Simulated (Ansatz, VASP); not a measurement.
# WC (Qusongite): VASP beside Ansatz

One calculation is typed for both programs; each brings its own data sets. How far apart do they land? The cell is taken from a series of runs on this material, whose earlier steps may have relaxed, scaled, displaced or heated it; both programs get it as it stands.

Main program and level: Ansatz 0.2.0; plane waves, with VASP 6.6.1 beside it; zone-centre phonons at LDA.

### Step 1. Starting point

The structure is hexagonal, space group P-6m2 (No. 187). Conventional cell: a = 2.868 Å, b = 2.868 Å, c = 2.897 Å, α = 90.00°, β = 90.00°, γ = 120.00°. Nearest to C lie 6 W at 2.20 Å. Nearest to W lie 6 C at 2.20 Å. Farther neighbours are not listed.

### Step 2. Ansatz: zone-centre phonons, LDA

Ansatz runs on its PAW soft_1 files.

Second derivatives magnify differences that forces hide, and they need a tight electronic threshold.

Contents of input.yaml:

```yaml
crystal:
  lattice:
    - [2.8683827977, 0.0, 0.0]
    - [-1.4341913989, 2.4840923706, 0.0]
    - [0.0, 0.0, 2.8972180391]
  atoms:
    - { symbol: C, position: [0.6666666668, 0.3333333332, 0.5] }
    - { symbol: W, position: [-2.0e-10, 2.0e-10, 0.0] }
kpoints:
  mp_grid: { grid: [18, 18, 16] }
hamiltonian:
  xc: lda
  pseudopotentials: { kind: paw, azcp: { folder: soft_1 }, xc_functional: pbe }
scf:
  occupations: { method: methfessel_paxton, width: 0.2 }
output:
  eigenvalues: true
phonons:
  method: dfpt
```

The run is started by

```console
$ ansatz run input.yaml --threads 4 --pin off --max-ram 10240MiB --backend cpu --events-out ev --progress --plain --runs-dir out
```

Numbers of over 12 decimals in the logs are rounded to 6 here.

Log:

```text
zone centre: on kpoints.mp_grid the ground state, and the responses unless they are solved on pairs of k-points, stand on 819 of the mesh's 5184 k-points, reduced under 4 symmetry operations, with k and −k counted as one. Each operation leaves every solved displacement unchanged or reverses it
Engine: ansatz 0.2.0, aarch64-unknown-linux-gnu
Pseudopotentials: kind: paw
Pseudopotential: C, paw, valence charge 4, recommended cutoff 420 eV (normal), soft_1/C.paw.azcp
Pseudopotential: W, paw, valence charge 14, recommended cutoff 420 eV (normal), soft_1/W.paw.azcp
Functional definition: SPW92
  exchange = slater_x
  correlation = pw_c
Crystal: 2 atoms, lattice volume = 20.644 Å³
Basis set: ecut = 420 eV, 405 PW (Γ), exchange–correlation on 40×40×40 points (8 copies of the dense FFT grid, shifted against one another)
Bands: 13, of which v1, the nominal top of the filled ones, is band 9 counted from 1 (8 counted from 0)
Symmetry: 12 space group operations
k-points: 819 of 5184 (irreducible under 4 space group operations, time reversal used)
Non-local potential: C, projectors of the file, l = 0: 2, l = 1: 2, l = 2: 1
Non-local potential: W, projectors of the file, l = 0: 3, l = 1: 2, l = 2: 2, l = 3: 1
PAW form: soft (Blöchl's): semilocal exchange-correlation on the pseudo side does not see the compensation charge
PAW frozen core: C, regenerated for the run's functional, and the local potential with it (the file was generated under x = pbe(κ = 0.804, μ = 0.219515), c = pbe(β = 0.066725))
PAW frozen core: W, regenerated for the run's functional, and the local potential with it (the file was generated under x = pbe(κ = 0.804, μ = 0.219515), c = pbe(β = 0.066725))
PAW one-centre angular grid: C, 110 points (default); XC on 64 Gauss nodes
PAW one-centre angular grid: W, 590 points (default); XC on 64 Gauss nodes
Initial density: superposition of atomic densities (chi_scale 0.1, normalization cell, long waves kept (reshape's long-wave potential 0.00 eV rms))
Initial wavefunctions: pseudopotential atomic-orbital guess
Functional: x = slater, c = lda
SCF iter   1: F=—  HF=-10375.326850 eV  |F-HF|=—  |Δ(HF+E_count)|=         —  Δρ=1.31e-1  dr2=4.77e0  ethr=3.10e-3  ⟨swp⟩=5.0  Hψ=53547  notcnv=0
preconditioner: auto → none  [metal: Δε(μ)=0.039 eV  Ē_g=10.699 eV  σ=0.200 eV  W_gap=0.16  n_scr=8 (ndim 8)  ℏωp=25.8 eV  f_vac=0.000  D(μ)=0.14/eV (n_scr^D=0)  sad-step TF]
SCF iter   2: F=—  HF=-10374.738248 eV  |F-HF|=—  |Δ(HF+E_count)|=   5.89e-1  S|Δr|=    0.00e0  Δρ=9.20e-2  dr2=2.43e0  ethr=3.10e-3  ⟨swp⟩=2.0  Hψ=20317  notcnv=0
SCF iter   3: F=—  HF=-10374.129222 eV  |F-HF|=—  |Δ(HF+E_count)|=   6.09e-1  S|Δr|=    0.00e0  Δρ=6.97e-3  dr2=8.63e-3  ethr=3.10e-3  ⟨swp⟩=2.2  Hψ=18244  notcnv=0
SCF iter   4: F=—  HF=-10374.129047 eV  |F-HF|=—  |Δ(HF+E_count)|=   1.75e-4  S|Δr|=    0.00e0  Δρ=1.13e-3  dr2=1.19e-4  ethr=4.79e-5  ⟨swp⟩=1.2  Hψ=18192  notcnv=0
SCF iter   5: F=—  HF=-10374.129109 eV  |F-HF|=—  |Δ(HF+E_count)|=   6.22e-5  S|Δr|=    0.00e0  Δρ=1.64e-4  dr2=3.62e-6  ethr=6.60e-7  ⟨swp⟩=2.5  Hψ=16343  notcnv=0
SCF iter   6: F=—  HF=-10374.129109 eV  |F-HF|=—  |Δ(HF+E_count)|=   3.68e-7  S|Δr|=    0.00e0  Δρ=2.86e-5  dr2=1.14e-7  ethr=2.01e-8  ⟨swp⟩=2.5  Hψ=17351  notcnv=0
SCF iter   7: F=—  HF=-10374.129109 eV  |F-HF|=—  |Δ(HF+E_count)|=   1.15e-7  S|Δr|=    0.00e0  Δρ=5.23e-6  dr2=1.94e-9  ethr=6.31e-10  ⟨swp⟩=2.4  Hψ=16262  notcnv=0
SCF iter   8: F=—  HF=-10374.129109 eV  |F-HF|=—  |Δ(HF+E_count)|=  1.16e-10  S|Δr|=    0.00e0  Δρ=4.24e-7  dr2=1.14e-11  ethr=1.08e-11  ⟨swp⟩=2.5  Hψ=16368  notcnv=0
SCF iter   9: F=-10374.129109 eV  HF=-10374.129109 eV  |F-HF|=7.28e-12  |Δ(HF+E_count)|=  1.82e-12  S|Δr|=    0.00e0  Δρ=4.16e-8  dr2=1.19e-13  ethr=1.00e-12  ⟨swp⟩=5.0  Hψ=39802  notcnv=0
SCF 1 converged in 9 iterations: F = -10374.129109 eV  dr2 = 1.19e-13
  greatest PAW one-centre occupation: 0.999 electrons in one spin orbital (limit 2), on the W atom at site 1 (counted from 0), in its partial waves of l = 0
DFPT response loops at Γ: preconditioner auto → Kerker (q_TF=auto, 2.667 Å⁻¹) (partly filled bands, converged f_vac=0.000); β = 1.00, the filter's whole step (`scf.mixing.beta` (0.50) is not read by the response loops under this deck's `scf.mixing.preconditioner`; to damp them name `kerker` or `kerker_dos`, under which they read `scf.mixing.beta`, and type it under 1.00, their step now; both keys bind the ground state too); Broyden in place of MSR1
SCF converged after 9 iterations
Stability not checked: this state was not tested for a lower state beside it, because cold or Methfessel-Paxton smearing, or corrected tetrahedra, fill the levels in a way that the test cannot read (fill_not_monotonic; see scf.lower_state_search)
Free energy (F): -10374.129109 eV
Harris-Foulkes:  -10374.129109 eV  (|F-HF|=7.28e-12)
Internal energy: -10374.129861 eV  (E = F + TS)
E sigma→0 (E₀):  -10374.129297 eV
Entropy (-TS):   0.000752 eV (0.376 meV/atom)
Fermi energy:    20.201801 eV
Step filling:    the computed levels leave a gap of 0.0518 eV = 0.3 smearing widths at the electron count; against every level under it full and every level over it empty, smearing changes F+E_penalty+E_count by +0.402 meV and its σ→0 estimate by +0.214 meV
--- Per-component energies (eV) ---
  E_band       = -64.111359
  E_kinetic    = 509.840105
  E_local      = -603.858907  (includes V_loc(G=0)·N_el)
  E_nonlocal   = 3.887019
  E_hartree    = 246.126014
  E_xc         = -313.817080
  E_vxc        = -290.873604  (∫ρ·V_xc dr)
  E_paw        = -8416.550870  (= ΣΔE_a)
  E_vpaw       = -175.358161  (= ΣTr[D̂ρ^β])
  E_aug_tail   = 0.000165  (compensation charges beyond the density's cutoff)
  E_ewald      = -1800.102390
  E_core_change = 0.346082  (= ΣΔE_core)
  E_smearing   = 0.000752  (= −TS)
  E_closure    = 0.000000  (closes the sum)
  Σ components = -10374.129109   (vs F -10374.129109, Δ=0.00e0)
--- Band table (eV; the first three rows and the last of 819) ---
  k-point 0: bands = [... 5 lower, 15.8175, 17.1062, 17.1062, 20.0091, 23.3779, 23.3779, 25.7001, 25.7001]
  k-point 1: bands = [... 5 lower, 15.7541, 17.1474, 17.1474, 20.0143, 23.0636, 23.0636, 25.8920, 25.8920]
  k-point 2: bands = [... 5 lower, 15.5294, 17.2684, 17.2684, 20.0953, 22.3884, 22.3884, 26.1817, 26.1817]
  k-point 818: bands = [... 5 lower, 13.9749, 14.5465, 18.2199, 18.8759, 24.9663, 25.7952, 26.4393, 29.6254]
--- Phonons (Γ-DFPT): 4 representative perturbations + reference, on 819 of 5184 k-points (Σ response iterations 12) ---
  k mesh reduced under 4 symmetry operations, with k and −k counted as one. Each operation leaves every solved displacement unchanged or reverses it
  ASR residual: 3.321e-5 → 0.000e0 eV/Å²; symmetrization residual: 1.429e-6 eV/Å²
  ASR residual per site (eV/Å²): 7.37e-6 3.32e-5
  Γ frequencies (cm⁻¹): 0.00 0.00 0.00 537.83 599.22 599.22
  non-analytic LO–TO correction: not included (Born effective charges unavailable; polar crystals: no LO–TO splitting at Γ)
```

In the SCF lines HF is the Harris–Foulkes energy and dr2 the Hartree energy of the density residual, in eV; the loop may stop once dr2 is under the threshold and the program's other checks hold. Hψ counts applications of the Hamiltonian.

### Step 3. VASP: zone-centre phonons, LDA

The same cell, functional (in two slightly different forms), mesh and smearing now go to VASP, with its own data sets.

Lines of VASP's logs that name or quote its potential files are left out, and so is its time.

Contents of INCAR:

```
SYSTEM = WC
PREC = Accurate
ENCUT = 600
EDIFF = 1E-08
NELM = 120
ISMEAR = 1
SIGMA = 0.2
LREAL = .FALSE.
ALGO = Normal
GGA = CA
NBANDS = 11
LASPH = .TRUE.
LORBIT = 11
LWAVE = .FALSE.
LCHARG = .FALSE.
ISIF = 2
IBRION = 8
GGA_COMPAT = .FALSE.
KPAR = 2
```

Contents of POSCAR:

```
WC
1.0
    2.8683827977      0.0000000000      0.0000000000
   -1.4341913989      2.4840923706      0.0000000000
    0.0000000000      0.0000000000      2.8972180391
C W
1 1
Direct
    0.6666666668      0.3333333332      0.5000000000
    0.9999999998      0.0000000002      0.0000000000
```

Contents of KPOINTS:

```
Automatic mesh
0
Gamma
18 18 16
0 0 0
```

PAW data sets: C and W (LDA family, release 64).

The run is started by

```console
$ mpirun -np 2 vasp_std
```

Log:

```text
[banner, memory and clock lines left out]
running    2 mpi-ranks, on    1 nodes
 distrk:  each k-point on    1 cores,    2 groups
 distr:  one band on    1 cores,    1 groups

 POSCAR found type information on POSCAR C W
 POSCAR found :  2 types and       2 ions
 LDA part: xc-table for (Slater(with rela. corr.)+CA(PZ))
 , standard interpolation
 POSCAR, INCAR and KPOINTS ok, starting setup
 FFT: planning ... GRIDC
 FFT: planning ... GRID_SOFT
 FFT: planning ... GRID
 WAVECAR not read
 entering main loop
       N       E                     dE             d eps       ncg     rms          rms(c)
DAV:   1     0.231132285103E+02    0.23113E+02   -0.54656E+03  7326   0.925E+02
DAV:   2    -0.259511837085E+02   -0.49064E+02   -0.46714E+02  8593   0.200E+02
DAV:   3    -0.278917829021E+02   -0.19406E+01   -0.19238E+01  9018   0.338E+01
DAV:   4    -0.279019494456E+02   -0.10167E-01   -0.10164E-01  7964   0.287E+00
DAV:   5    -0.279019833714E+02   -0.33926E-04   -0.33925E-04  8799   0.170E-01    0.336E+01
DAV:   6    -0.249234593342E+02    0.29785E+01   -0.14809E+01  8423   0.226E+01    0.104E+01
DAV:   7    -0.248169523125E+02    0.10651E+00   -0.81910E-01  7527   0.702E+00    0.829E+00
DAV:   8    -0.247679199015E+02    0.49032E-01   -0.12150E-01  8043   0.270E+00    0.228E+00
DAV:   9    -0.247627154786E+02    0.52044E-02   -0.12103E-02  7959   0.737E-01    0.133E-01
DAV:  10    -0.247625588873E+02    0.15659E-03   -0.57922E-04  8358   0.198E-01    0.856E-02
DAV:  11    -0.247625527585E+02    0.61288E-05   -0.37609E-05  8394   0.425E-02    0.692E-03
DAV:  12    -0.247625526337E+02    0.12477E-06   -0.21888E-06  8265   0.102E-02    0.639E-03
DAV:  13    -0.247625526097E+02    0.23968E-07   -0.16163E-07  8376   0.369E-03    0.662E-04
DAV:  14    -0.247625526096E+02    0.12119E-09   -0.76437E-09  4311   0.630E-04
   1 F= -.24762553E+02 E0= -.24762784E+02  d E =0.693930E-03
 Linear response reoptimize wavefunctions to high precision
DAV:   1    -0.247625526095E+02    0.10232E-09   -0.19521E-09  5311   0.404E-04
DAV:   2    -0.247625526095E+02   -0.10459E-10   -0.15702E-10  3840   0.148E-04
 Linear response DOF=           4
 Linear response progress:
  Degree of freedom:   1/  4
       N       E                     dE             d eps       ncg     rms          rms(c)
RMM:   1    -0.119156718823E+00   -0.11916E+00    0.14086E-02 72910   0.205E+00
RMM:   2    -0.114529278734E+00    0.46274E-02   -0.22675E-03 50406   0.428E-01    0.203E-01
RMM:   3    -0.114820209210E+00   -0.29093E-03   -0.44141E-04 47809   0.142E-01    0.106E-01
RMM:   4    -0.115600056337E+00   -0.77985E-03   -0.31045E-04 47850   0.113E-01    0.234E-02
RMM:   5    -0.115573241720E+00    0.26815E-04   -0.40288E-06 52461   0.178E-02    0.943E-04
RMM:   6    -0.115583570041E+00   -0.10328E-04    0.62743E-09 53119   0.195E-03    0.436E-04
RMM:   7    -0.115580940074E+00    0.26300E-05    0.13858E-07 53846   0.319E-04    0.684E-05
RMM:   8    -0.115581111830E+00   -0.17176E-06   -0.19432E-08 54881   0.606E-05    0.288E-05
RMM:   9    -0.115581030605E+00    0.81225E-07   -0.87889E-09 55457   0.163E-05    0.574E-06
RMM:  10    -0.115581007643E+00    0.22962E-07   -0.29521E-09 52745   0.461E-06    0.102E-06
RMM:  11    -0.115581006237E+00    0.14064E-08   -0.10208E-09 35785   0.223E-06    0.448E-07
 first order change of Fermi-energy  -0.63034E-06
 force on displaced ion       1 direction 1 : -15.155   0.001   0.000
 Linear response progress:
  Degree of freedom:   2/  4
       N       E                     dE             d eps       ncg     rms          rms(c)
RMM:   1    -0.124064754372E+00   -0.12406E+00    0.42060E-02 25905   0.218E+00
RMM:   2    -0.120837962908E+00    0.32268E-02   -0.25753E-03 17893   0.467E-01    0.199E-01
RMM:   3    -0.120832618108E+00    0.53448E-05   -0.97731E-04 16960   0.200E-01    0.949E-02
RMM:   4    -0.121703100015E+00   -0.87048E-03   -0.61694E-04 17457   0.145E-01    0.226E-02
RMM:   5    -0.121702183120E+00    0.91690E-06   -0.12248E-05 18358   0.230E-02    0.314E-03
RMM:   6    -0.121729557545E+00   -0.27374E-04   -0.38650E-07 18304   0.528E-03    0.590E-04
RMM:   7    -0.121729779612E+00   -0.22207E-06   -0.11440E-08 19007   0.674E-04    0.271E-04
RMM:   8    -0.121728755356E+00    0.10243E-05   -0.82624E-09 18957   0.134E-04    0.317E-05
RMM:   9    -0.121728662728E+00    0.92628E-07    0.73659E-09 19246   0.381E-05    0.994E-06
RMM:  10    -0.121728637150E+00    0.25578E-07    0.89654E-10 19525   0.114E-05    0.672E-07
RMM:  11    -0.121728636826E+00    0.32409E-09    0.29377E-09 15784   0.266E-06    0.357E-07
 first order change of Fermi-energy   0.50642E-03
 force on displaced ion       1 direction 3 :  -0.000   0.000 -12.297
 Linear response progress:
  Degree of freedom:   3/  4
       N       E                     dE             d eps       ncg     rms          rms(c)
RMM:   1    -0.110084756876E+00   -0.11008E+00   -0.85832E-02 63929   0.187E+00
RMM:   2    -0.107355931189E+00    0.27288E-02   -0.16887E-03 49561   0.318E-01    0.198E-01
RMM:   3    -0.106426287534E+00    0.92964E-03   -0.33708E-04 51725   0.112E-01    0.115E-01
RMM:   4    -0.106004544975E+00    0.42174E-03   -0.51418E-04 51747   0.137E-01    0.178E-02
RMM:   5    -0.106028871922E+00   -0.24327E-04    0.14727E-06 53690   0.145E-02    0.332E-03
RMM:   6    -0.106033023631E+00   -0.41517E-05   -0.11198E-07 53768   0.158E-03    0.110E-03
RMM:   7    -0.106033948691E+00   -0.92506E-06   -0.46254E-08 54689   0.675E-04    0.131E-04
RMM:   8    -0.106033315034E+00    0.63366E-06   -0.10778E-07 54409   0.130E-04    0.206E-05
RMM:   9    -0.106033287225E+00    0.27809E-07    0.72797E-08 56761   0.286E-05    0.511E-06
RMM:  10    -0.106033290628E+00   -0.34031E-08   -0.24960E-09 56354   0.920E-06    0.349E-06
 first order change of Fermi-energy  -0.58811E-04
 force on displaced ion       2 direction 1 : -15.157   0.002   0.000
 Linear response progress:
  Degree of freedom:   4/  4
       N       E                     dE             d eps       ncg     rms          rms(c)
RMM:   1    -0.117143734725E+00   -0.11714E+00   -0.97129E-02 23553   0.191E+00
RMM:   2    -0.113013470090E+00    0.41303E-02   -0.23529E-03 17498   0.387E-01    0.173E-01
RMM:   3    -0.112470073401E+00    0.54340E-03   -0.20542E-04 18271   0.997E-02    0.952E-02
RMM:   4    -0.112455113187E+00    0.14960E-04   -0.30882E-04 18106   0.117E-01    0.129E-02
RMM:   5    -0.112473751945E+00   -0.18639E-04   -0.45762E-06 18986   0.144E-02    0.429E-03
RMM:   6    -0.112486233958E+00   -0.12482E-04   -0.81114E-09 19054   0.163E-03    0.136E-03
RMM:   7    -0.112489405315E+00   -0.31714E-05    0.16928E-08 19111   0.692E-04    0.250E-04
RMM:   8    -0.112489456310E+00   -0.50995E-07    0.30341E-08 19538   0.114E-04    0.978E-05
RMM:   9    -0.112489019645E+00    0.43667E-06    0.12285E-08 19650   0.492E-05    0.472E-06
RMM:  10    -0.112489015518E+00    0.41264E-08    0.45457E-09 19853   0.791E-06    0.206E-06
 first order change of Fermi-energy  -0.81404E-03
 force on displaced ion       2 direction 3 :   0.000   0.000 -12.301
 Linear response finished
```

(Part 1 of 2 ends here.)

[Lines on the potential files, build, host, timing and source positions are cut from VASP's logs without a mark.]

[Logs are printed without paths, hosts, clocks, repeated set-up lines and the standing remarks that a program may print on its own settings, such as how far it seeks lower states.]

[Hosts, paths, dates, database ids (printed as entryN), source tags and the programs' standing remarks are cut or masked in the printed files.]
